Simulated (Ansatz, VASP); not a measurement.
**Cross-check of Zr (Zirconium) between VASP and Ansatz**

Wanted: the spread between two codes on one cell, functional and k mesh. Of the first pair: The structure shown is the end of the Ansatz relaxation below.

Method: plane waves, with VASP 6.6.1 beside it; single point at LDA and zone-centre phonons at LDA, in Ansatz 0.2.0.

### Step 1. The structure

It takes space group P6_3/mmc (No. 194, hexagonal). Conventional cell: a = 3.130 Å, b = 3.130 Å, c = 5.082 Å, α = 90.00°, β = 90.00°, γ = 120.00°. Zr has 12 Zr at 3.12 to 3.13 Å nearest.

### Step 2. Ansatz: relaxation, LDA

Ansatz runs on its PAW soft_1 files.

This run makes the geometry at which the two programs are then compared.

Input file input.yaml:

```yaml
crystal:
  lattice:
    - [3.1043834203, 0.0, 0.0]
    - [-1.5521917101, 2.6884749051, 0.0]
    - [0.0, 0.0, 5.1673341509]
  atoms:
    - { symbol: Zr, position: [0.3333333333, 0.6666666667, 0.25] }
    - { symbol: Zr, position: [0.6666666667, 0.3333333333, 0.75] }
kpoints:
  mp_grid: { grid: [15, 15, 8] }
hamiltonian:
  xc: lda
  pseudopotentials: { kind: paw, azcp: { folder: soft_1 }, xc_functional: pbe }
scf:
  occupations: { method: methfessel_paxton, width: 0.2 }
output:
  forces: true
  stress: true
  eigenvalues: true
relax:
  adjacent_minimum: "off"
  f_tol: 0.001
  max_steps: 60
  cell: { stress_tol: 0.01, fix: [volume] }
```

Command:

```sh
$ ansatz run input.yaml --threads 4 --pin off --max-ram 10240MiB --backend cpu --events-out ev --progress --plain --runs-dir out
```

Numbers of over 12 decimals in the logs are rounded to 6 here.

Output:

```text
Engine: ansatz 0.2.0, x86_64-unknown-linux-gnu
Pseudopotentials: kind: paw
Pseudopotential: Zr, paw, valence charge 12, recommended cutoff 420 eV (normal), soft_1/Zr.paw.azcp
Functional definition: SPW92
  exchange = slater_x
  correlation = pw_c
Crystal: 2 atoms, lattice volume = 43.127 Å³
Basis set: ecut = 420 eV, 833 PW (Γ)
Bands: 16, of which v1, the nominal top of the filled ones, is band 12 counted from 1 (11 counted from 0)
Symmetry: 24 space group operations
Space group: P63/mmc (ITA 194), of the structure as read, at distance tolerance 3.5e-5 Å
k-points: 135 of 1800
Non-local potential: Zr, projectors of the file, l = 0: 3, l = 1: 2, l = 2: 2, l = 3: 1
PAW form: soft (Blöchl's): semilocal exchange-correlation on the pseudo side does not see the compensation charge
PAW frozen core: Zr, regenerated for the run's functional, and the local potential with it (the file was generated under x = pbe(κ = 0.804, μ = 0.219515), c = pbe(β = 0.066725))
PAW one-centre angular grid: Zr, 590 points (default); XC on 64 Gauss nodes
Initial density: superposition of atomic densities (chi_scale 0.1, normalization cell)
Initial wavefunctions: pseudopotential atomic-orbital guess
Functional: x = slater, c = lda
SCF iter   1: F=—  HF=-8155.122943 eV  |F-HF|=—  |Δ(HF+E_count)|=         —  Δρ=2.83e-2  dr2=4.12e-1  ethr=3.10e-3  ⟨swp⟩=5.0  Hψ=9109  notcnv=0
preconditioner: auto → Kerker (q_TF=auto, 2.474 Å⁻¹)  [metal: Δε(μ)=0.011 eV  Ē_g=3.446 eV  σ=0.200 eV  W_gap=0.05  n_scr=10 (ndim 8)  ℏωp=16.0 eV  f_vac=0.000  D(μ)=2.00/eV (n_scr^D=22)]
SCF iter   2: F=—  HF=-8155.011873 eV  |F-HF|=—  |Δ(HF+E_count)|=   1.11e-1  S|Δr|=    0.00e0  Δρ=1.66e-2  dr2=1.38e-1  ethr=1.72e-3  ⟨swp⟩=1.6  Hψ=3386  notcnv=0
SCF iter   3: F=—  HF=-8154.963012 eV  |F-HF|=—  |Δ(HF+E_count)|=   4.89e-2  S|Δr|=    0.00e0  Δρ=1.85e-3  dr2=9.79e-4  ethr=5.74e-4  ⟨swp⟩=3.0  Hψ=4275  notcnv=0
SCF iter   4: F=—  HF=-8154.962973 eV  |F-HF|=—  |Δ(HF+E_count)|=   3.88e-5  S|Δr|=    0.00e0  Δρ=2.75e-4  dr2=1.97e-5  ethr=4.08e-6  ⟨swp⟩=2.3  Hψ=3735  notcnv=0
SCF iter   5: F=—  HF=-8154.962974 eV  |F-HF|=—  |Δ(HF+E_count)|=   1.13e-6  S|Δr|=    0.00e0  Δρ=3.16e-5  dr2=2.39e-7  ethr=8.20e-8  ⟨swp⟩=2.3  Hψ=3517  notcnv=0
SCF iter   6: F=-8154.962974 eV  HF=-8154.962974 eV  |F-HF|=7.19e-10  |Δ(HF+E_count)|=   5.57e-8  S|Δr|=    0.00e0  Δρ=4.82e-6  dr2=4.95e-9  ethr=4.17e-10  ⟨swp⟩=4.9  Hψ=9422  notcnv=0
SCF 1 converged in 6 iterations: F = -8154.962974 eV  dr2 = 4.95e-9
  greatest PAW one-centre occupation: 0.994 electrons in one spin orbital (limit 2), on the Zr atom at site 1 (counted from 0), in its partial waves of l = 0
relax step   1: F+E_penalty+E_count = -8154.96297449 eV  Δ(F+E_penalty+E_count) = +0.000e0 eV  max|allowed force component| = 2.544e-17 eV/Å  Δτ_max = 0.0000 Å  P = +0.739 GPa  Ω = 43.127 Å³  fix = [volume]  reactions: volume +0.739 GPa  (6 SCF iters, dr2 threshold 1.00e-7 eV, accepted)
[...]
relax step   2: F+E_penalty+E_count = -8154.96708609 eV  Δ(F+E_penalty+E_count) = -4.112e-3 eV  max|allowed force component| = 4.163e-17 eV/Å  Δτ_max = 0.0000 Å  P = +0.969 GPa  Ω = 43.127 Å³  energy of the carried Pulay correction = +1.746e-8 eV  fix = [volume]  reactions: volume +0.969 GPa  (4 SCF iters, dr2 threshold 2.00e-7 eV, accepted)
[...]
relax step   3: F+E_penalty+E_count = -8154.96727165 eV  Δ(F+E_penalty+E_count) = -1.856e-4 eV  max|allowed force component| = 4.626e-17 eV/Å  Δτ_max = 0.0000 Å  P = +1.036 GPa  Ω = 43.127 Å³  energy of the carried Pulay correction = +2.226e-8 eV  fix = [volume]  reactions: volume +1.036 GPa  (3 SCF iters, dr2 threshold 1.84e-7 eV, accepted)
[...]
relax step   4: F+E_penalty+E_count = -8154.96727274 eV  Δ(F+E_penalty+E_count) = -1.091e-6 eV  max|allowed force component| = 1.295e-16 eV/Å  Δτ_max = 0.0000 Å  P = +1.031 GPa  Ω = 43.127 Å³  energy of the carried Pulay correction = +2.192e-8 eV  fix = [volume]  reactions: volume +1.031 GPa  (3 SCF iters, dr2 threshold 1.07e-9 eV, accepted)
[...]
relax step   5: F+E_penalty+E_count = -8154.96727489 eV  Δ(F+E_penalty+E_count) = -2.144e-6 eV  max|allowed force component| = 2.591e-16 eV/Å  Δτ_max = 0.0000 Å  P = +1.031 GPa  Ω = 43.127 Å³  fix = [volume]  reactions: volume +1.031 GPa  stress off target by 6.86e-4 GPa on what of the cell is left free  SCF on the basis re-selected at this cell (its energy is not comparable with the rows above)  (5 SCF iters)
basis re-selected at this cell: Δ(F+E_penalty+E_count) = -2.144e-6 eV, ΔP = +0.000 GPa vs the last step (what re-selecting the basis moved, of the pressure what is left beyond the Pulay correction that the steps carried, after the strain that the cell walked since its last selection, with what the two solves' SCF thresholds leave and, on support functions, any second-order correction that the steps lacked; it is no m [...]
SCF converged after 5 iterations
Stability not checked: this state was not tested for a lower state beside it, because cold or Methfessel-Paxton smearing, or corrected tetrahedra, fill the levels in a way that the test cannot read (fill_not_monotonic; see scf.lower_state_search)
Free energy (F): -8154.967275 eV
Harris-Foulkes:  -8154.967275 eV  (|F-HF|=1.82e-12)
Internal energy: -8154.968914 eV  (E = F + TS)
E sigma→0 (E₀):  -8154.967685 eV
Entropy (-TS):   0.001639 eV (0.820 meV/atom)
Fermi energy:    14.998080 eV
--- Per-component energies (eV) ---
  E_band       = -166.753793
  E_kinetic    = 635.734373
  E_local      = -1145.384735  (includes V_loc(G=0)·N_el)
  E_nonlocal   = 159.359320
  E_hartree    = 372.278886
  E_xc         = -308.044030
  E_vxc        = -366.171926  (∫ρ·V_xc dr)
  E_paw        = -5718.056369  (= ΣΔE_a)
  E_vpaw       = -194.848552  (= ΣTr[D̂ρ^β])
  E_aug_tail   = -0.000048  (compensation charges beyond the density's cutoff)
  E_ewald      = -2151.597112
  E_core_change = 0.740800  (= ΣΔE_core)
  E_smearing   = 0.001639  (= −TS)
  E_closure    = 0.000000  (closes the sum)
  Σ components = -8154.967275   (vs F -8154.967275, Δ=0.00e0)
--- Forces (eV/Å), atoms counted from 1 ---
  atom   1  Zr     0.00000000     0.00000000    -0.00000000
  atom   2  Zr    -0.00000000    -0.00000000     0.00000000
  max |Σ_I F_I| component: 9.25e-18 eV/Å
--- Stress (GPa, compression-positive) ---
        1.031150      -0.000000      -0.000000
       -0.000000       1.031150       0.000000
       -0.000000      -0.000000       1.030120
  P = ⅓ Tr σ = 1.0308 GPa (10.308 kbar)
--- Band table (eV; the first three rows and the last of 135) ---
  k-point 0: bands = [... 8 lower, 9.2166, 11.7331, 15.8242, 15.8597, 15.8597, 16.3889, 16.5797, 16.5797]
  k-point 1: bands = [... 8 lower, 9.3564, 11.7356, 15.7223, 15.7979, 15.7979, 16.1203, 16.4821, 16.4821]
  k-point 2: bands = [... 8 lower, 9.7539, 11.6941, 15.4566, 15.5351, 15.7062, 15.7062, 16.2492, 16.2492]
  k-point 134: bands = [... 8 lower, 13.3819, 13.3819, 13.6466, 13.6466, 15.0684, 15.0684, 17.0679, 17.0679]
--- Relaxed structure (4 steps of the walk, 4 accepted, 1 SCFs on fresh bases) ---
  F+E_penalty+E_count = -8154.96727489 eV   max|allowed force component| = 2.591e-16 eV/Å   (the final SCF, on the basis selected at the relaxed cell)
  cell:  # Å, volume = 43.1269 Å³
    - [3.130203, -2.910773627819158e-11, 0]
    - [-1.565102, 2.710835, 0]
    - [0, 0, 5.082439]
  atoms:
    - { symbol: Zr, position: [0.333333, 0.666667, 0.25] }
    - { symbol: Zr, position: [0.666667, 0.333333, 0.75] }
```

In the SCF lines HF is the Harris–Foulkes energy and dr2 the Hartree energy of the density residual, in eV; the loop may stop once dr2 is under the threshold and the program's other checks hold. Hψ counts applications of the Hamiltonian.

### Step 3. VASP: single point, LDA

The same cell, functional (in two slightly different forms), mesh and smearing now go to VASP, with its own data sets.

Lines of VASP's logs that name or quote its potential files are left out, and so is its time.

Input file INCAR:

```
SYSTEM = Zr
PREC = Accurate
ENCUT = 500
EDIFF = 1E-06
NELM = 120
ISMEAR = 1
SIGMA = 0.2
LREAL = .FALSE.
ALGO = Normal
GGA = PW92
NBANDS = 18
LASPH = .TRUE.
LORBIT = 11
LWAVE = .FALSE.
LCHARG = .FALSE.
ISIF = 2
GGA_COMPAT = .FALSE.
KPAR = 2
```

Input file POSCAR:

```
Zr
1.0
    3.1302032093      0.0000000000      0.0000000000
   -1.5651016046      2.7108354982      0.0000000000
    0.0000000000      0.0000000000      5.0824392055
Zr
2
Direct
    0.3333333334      0.6666666668      0.2500000000
    0.6666666668      0.3333333334      0.7500000000
```

Input file KPOINTS:

```
Automatic mesh
0
Gamma
15 15 8
0 0 0
```

Potentials, in the order of the species: Zr_sv (LDA family, release 64).

Command:

```sh
$ mpirun -np 2 vasp_std
```

Output:

```text
[banner, memory and clock lines left out]
running    2 mpi-ranks, on    1 nodes
 distrk:  each k-point on    1 cores,    2 groups
 distr:  one band on    1 cores,    1 groups

 POSCAR found type information on POSCAR Zr
 POSCAR found :  1 types and       2 ions
|                                                                             |
|               ----> ADVICE to this user running VASP <----                  |
|                                                                             |
|     You enforced a specific xc type in the INCAR file but a different       |
|     [... a line on the potential file left out ...]
|     I HOPE YOU KNOW WHAT YOU ARE DOING!                                     |
|                                                                             |

 LDA part: xc-table for (Slater(with rela. corr.)+PW92), standard interpolation
 POSCAR, INCAR and KPOINTS ok, starting setup
 FFT: planning ... GRIDC
 FFT: planning ... GRID_SOFT
 FFT: planning ... GRID
 WAVECAR not read
 entering main loop
       N       E                     dE             d eps       ncg     rms          rms(c)
DAV:   1     0.212911042913E+03    0.21291E+03   -0.13164E+04  4860   0.130E+03
DAV:   2    -0.369435473950E+01   -0.21661E+03   -0.21306E+03  5744   0.381E+02
DAV:   3    -0.188655898349E+02   -0.15171E+02   -0.15048E+02  8686   0.744E+01
DAV:   4    -0.192216402566E+02   -0.35605E+00   -0.35568E+00  5706   0.118E+01
DAV:   5    -0.192324998105E+02   -0.10860E-01   -0.10854E-01  7190   0.143E+00    0.166E+01
DAV:   6    -0.186669061984E+02    0.56559E+00   -0.84959E-01  5236   0.724E+00    0.683E+00
DAV:   7    -0.185579494280E+02    0.10896E+00   -0.56183E-01  7098   0.498E+00    0.107E+00
DAV:   8    -0.185611502862E+02   -0.32009E-02   -0.33747E-02  6376   0.150E+00    0.248E-01
DAV:   9    -0.185613834969E+02   -0.23321E-03   -0.10970E-03  6170   0.314E-01    0.321E-02
DAV:  10    -0.185613684345E+02    0.15062E-04   -0.35706E-05  6844   0.406E-02    0.238E-02
DAV:  11    -0.185613690031E+02   -0.56856E-06   -0.81630E-06  5284   0.336E-02
   1 F= -.18561369E+02 E0= -.18561908E+02  d E =0.161836E-02
```

OUTCAR, selected parts (step 3):

```text
ion  position               nearest neighbor table
   1  0.333  0.667  0.250-   2 3.12   2 3.12   2 3.12   2 3.12   2 3.12   2 3.12
   2  0.667  0.333  0.750-   1 3.12   1 3.12   1 3.12   1 3.12   1 3.12   1 3.12

  LATTYP: Found a hexagonal cell.
 ALAT       =     3.1302032093
 C/A-ratio  =     1.6236770796

 Subroutine GETGRP returns: Found 24 space group operations
 (whereof 12 operations were pure point group operations)

The static configuration has the point symmetry D_3d.
 The point group associated with its full space group is D_6h.

 Found    135 irreducible k-points:

   k-points           NKPTS =    135   k-points in BZ     NKDIM =    135   number of bands    NBANDS=     18

   dimension x,y,z NGX =    24 NGY =   24 NGZ =   40
   dimension x,y,z NGXF=    48 NGYF=   48 NGZF=   80

   ENCUT  =  500.0 eV  36.75 Ry    6.06 a.u.   5.71  5.71  9.27*2*pi/ulx,y,z

   NELECT =      24.0000    total number of electrons

 k-points in reciprocal lattice and weights: Automatic mesh
   0.00000000  0.00000000  0.00000000       0.001
   0.06666667  0.00000000  0.00000000       0.003
   0.13333333  0.00000000  0.00000000       0.003
   0.20000000  0.00000000  0.00000000       0.003
   0.26666667  0.00000000  0.00000000       0.003
   0.33333333  0.00000000  0.00000000       0.003
   0.40000000  0.00000000  0.00000000       0.003
   0.46666667 -0.00000000  0.00000000       0.003
   0.06666667  0.06666667  0.00000000       0.003
[...]
0.33333333  0.26666667  0.50000000       0.007
   0.33333333  0.33333333  0.50000000       0.001

 average (electrostatic) potential at core
       1 -73.3785       2 -73.3785

 E-fermi :   9.6901

 k-point     1 :       0.0000    0.0000    0.0000
  band No.  band energies     occupation
    ...
      6     -16.2963      2.00000
      7     -16.2699      2.00000
      8     -16.2699      2.00000
      9       3.9287      2.00000
     10       6.4300      2.00000
     11      10.5117     -0.00000
     12      10.5481     -0.00000
     13      10.5481     -0.00000
     14      11.0958     -0.00000
     15      11.2672     -0.00000
    ...

 k-point     2 :       0.0667    0.0000    0.0000
  band No.  band energies     occupation
    ...
      6     -16.3136      2.00000
      7     -16.3029      2.00000
      8     -16.2756      2.00000
      9       4.0681      2.00000
     10       6.5611      2.00000
     11      10.1391     -0.00670
     12      10.6779     -0.00000
     13      10.7895     -0.00000
     14      10.8439     -0.00000
     15      11.1428     -0.00000
    ...

 k-point     3 :       0.1333    0.0000    0.0000
  band No.  band energies     occupation
    ...
      7     -16.3229      2.00000
      8     -16.2926      2.00000
      9       4.4665      2.00000
     10       6.9160      2.00000
     11       9.6625      1.23115
     12      10.0713     -0.02140
     13      10.7840     -0.00000
     14      11.0619     -0.00000
     15      11.2424     -0.00000
     16      11.5902     -0.00000
    ...

  Total        0.2689276      0.2689276      0.2921082      0.0000000     -0.0000000      0.0000000
  in kB        9.9907489      9.9907488     10.8519173      0.0000000     -0.0000000      0.0000000
  external PRESSURE =      10.2778050 kB  Pullay stress =       0.0000000 kB

  energy-cutoff  :      500.00
  volume of cell :       43.13
      direct lattice vectors                 reciprocal lattice vectors
     3.130203209  0.000000000  0.000000000     0.319468077  0.184444980  0.000000000
    -1.565101605  2.710835498  0.000000000     0.000000000  0.368889961  0.000000000
     0.000000000  0.000000000  5.082439206     0.000000000  0.000000000  0.196755920

 POSITION                                       TOTAL-FORCE (eV/Angst)
 -----------------------------------------------------------------------------------
      0.00000      1.80722      1.27061        -0.000000      0.000000      0.000000
      1.56510      0.90361      3.81183         0.000000     -0.000000      0.000000
 -----------------------------------------------------------------------------------
    total drift:                               -0.000000     -0.000000      0.000000

  FREE ENERGIE OF THE ION-ELECTRON SYSTEM (eV)
  ---------------------------------------------------
  free  energy   TOTEN  =       -18.5613690031 eV

  energy  without entropy=      -18.5629873674  energy(sigma->0) =      -18.56190846

 total charge
# of ion       s       p       d       tot
------------------------------------------
    1        2.250   5.958   1.737   9.945
    2        2.250   5.958   1.737   9.945
--------------------------------------------------
tot          4.500  11.916   3.474  19.890

[... 3 further parts left out ...]
```

The run ends at a pressure of 1.03 GPa.

### Step 4. Comparison

Known differences besides the potentials themselves: the cutoff is 420 eV in Ansatz and 500 eV in VASP; VASP's log shows a relativistic correction to its local exchange, Ansatz's none; Ansatz's pressure holds a Pulay correction, VASP's none. Total energies have different zeros and are not compared.

Both answers:

```
      quantity  Ansatz  VASP  difference
pressure (GPa)    1.03  1.03        0.00
```

### Step 5. VASP: zone-centre phonons, LDA, pair 2

Second derivatives magnify differences that forces hide, and they need a tight electronic threshold. The cell compared in this pair holds 39.21 Å³, against 43.13 Å³ for the pair before.

INCAR, as its differences from that of step 3:

```diff
@@ -3,3 +3,3 @@
 ENCUT = 500
-EDIFF = 1E-06
+EDIFF = 1E-08
 NELM = 120
@@ -16,2 +16,3 @@
 ISIF = 2
+IBRION = 8
 GGA_COMPAT = .FALSE.
```

Input file POSCAR:

```
Zr
1.0
    3.0073071968      0.0000000000      0.0000000000
   -1.5036535984      2.6044044294      0.0000000000
    0.0000000000      0.0000000000      5.0057480267
Zr
2
Direct
    0.3333333334      0.6666666668      0.2500000000
    0.6666666668      0.3333333334      0.7500000000
```

KPOINTS is that of step 3.

Command:

```sh
$ mpirun -np 2 vasp_std
```

Output:

```text
[banner, memory and clock lines left out]
running    2 mpi-ranks, on    1 nodes
[...]
[... a notice as in an earlier step ...]

 LDA part: xc-table for (Slater(with rela. corr.)+PW92), standard interpolation
 POSCAR, INCAR and KPOINTS ok, starting setup
[...]
entering main loop
       N       E                     dE             d eps       ncg     rms          rms(c)
DAV:   1     0.214701526937E+03    0.21470E+03   -0.13338E+04  4860   0.132E+03
DAV:   2    -0.296233941157E+01   -0.21766E+03   -0.21405E+03  5624   0.388E+02
DAV:   3    -0.185574087181E+02   -0.15595E+02   -0.15412E+02  8772   0.756E+01
DAV:   4    -0.189283195759E+02   -0.37091E+00   -0.37062E+00  5576   0.119E+01
[...]
DAV:  11    -0.184053329864E+02    0.39270E-06   -0.64531E-06  5570   0.274E-02    0.460E-03
DAV:  12    -0.184053327920E+02    0.19440E-06   -0.29616E-07  5912   0.453E-03    0.131E-03
DAV:  13    -0.184053327879E+02    0.41614E-08   -0.29783E-08  4224   0.169E-03
   1 F= -.18405333E+02 E0= -.18406162E+02  d E =0.248713E-02
[...]
RMM:  26    -0.589392003533E+00    0.59739E-07    0.20821E-07 45604   0.255E-04    0.136E-05
RMM:  27    -0.589392004664E+00   -0.11311E-08    0.19287E-07 41151   0.245E-04    0.148E-05
RMM:  28    -0.589391998055E+00    0.66089E-08    0.17389E-07 40179   0.237E-04    0.155E-05
 first order change of Fermi-energy   0.14978E-04
 force on displaced ion       1 direction 1 :  -0.200   0.000   0.000
 Linear response progress:
  Degree of freedom:   2/  2
       N       E                     dE             d eps       ncg     rms          rms(c)
RMM:   1    -0.782248449038E+00   -0.78225E+00    0.30556E+00  7685   0.136E+01
RMM:   2    -0.735547111461E+00    0.46701E-01   -0.28278E-01 11108   0.281E+00    0.258E-01
RMM:   3    -0.739295376019E+00   -0.37483E-02   -0.46041E-02 13630   0.980E-01    0.906E-02
RMM:   4    -0.741789534210E+00   -0.24942E-02   -0.61724E-03 15186   0.358E-01    0.295E-02
[...]
RMM:  17    -0.741845359008E+00   -0.95515E-07   -0.25144E-06 17154   0.496E-04    0.359E-05
RMM:  18    -0.741845240817E+00    0.11819E-06   -0.15565E-06 17344   0.412E-04    0.374E-05
RMM:  19    -0.741845217672E+00    0.23144E-07   -0.12154E-06 16833   0.356E-04    0.322E-05
 first order change of Fermi-energy  -0.90978E-04
 force on displaced ion       1 direction 3 :   0.000  -0.000  -8.468
 Linear response finished
```

From OUTCAR (step 5):

```text
  Total        3.0254213      3.0254213      3.0466344      0.0000000     -0.0000000      0.0000000
  in kB      123.6349467    123.6349467    124.5018259      0.0000000     -0.0000000      0.0000000
  external PRESSURE =     123.9239064 kB  Pullay stress =       0.0000000 kB

 POSITION                                       TOTAL-FORCE (eV/Angst)
 -----------------------------------------------------------------------------------
      0.00000      1.73627      1.25144        -0.000000      0.000000      0.000000
      1.50365      0.86813      3.75431         0.000000     -0.000000      0.000000
 -----------------------------------------------------------------------------------
    total drift:                               -0.000000     -0.000000      0.000000

[... 1 part as in an earlier step ...]

[... 1 further part left out ...]
```

(Part 1 of 2 ends here.)

[Lines on the potential files, build, host, timing and source positions are cut from VASP's logs without a mark.]

[Logs are printed without paths, hosts, clocks, repeated set-up lines and the standing remarks that a program may print on its own settings, such as how far it seeks lower states.]

[Hosts, paths, dates, database ids (printed as entryN), source tags and the programs' standing remarks are cut or masked in the printed files.]
